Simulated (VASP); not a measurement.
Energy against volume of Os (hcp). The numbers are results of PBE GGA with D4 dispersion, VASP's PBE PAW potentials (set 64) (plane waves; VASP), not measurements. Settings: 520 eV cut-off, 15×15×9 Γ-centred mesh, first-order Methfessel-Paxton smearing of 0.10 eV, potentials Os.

Shape and ions are relaxed at each volume.

```csv
V (Å³/atom),E (eV/atom)
13.603,-11.92747
14.024,-11.94554
14.445,-11.92973
14.866,-11.88558
```

Task: Fit these four points and predict the energy of the run at 13.183 Å³/atom.

Result: A cubic in V^(−2/3), the third-order Birch-Murnaghan form, passes through the four points with V0 = 14.03 Å³/atom and B0 = 428 GPa, and gives -11.8690 eV/atom there. The run gave -11.8690 eV/atom, +0.0 meV/atom from the fit; all five points give B0 = 428 GPa.

The compound is Os in the hcp structure. It was relaxed first.
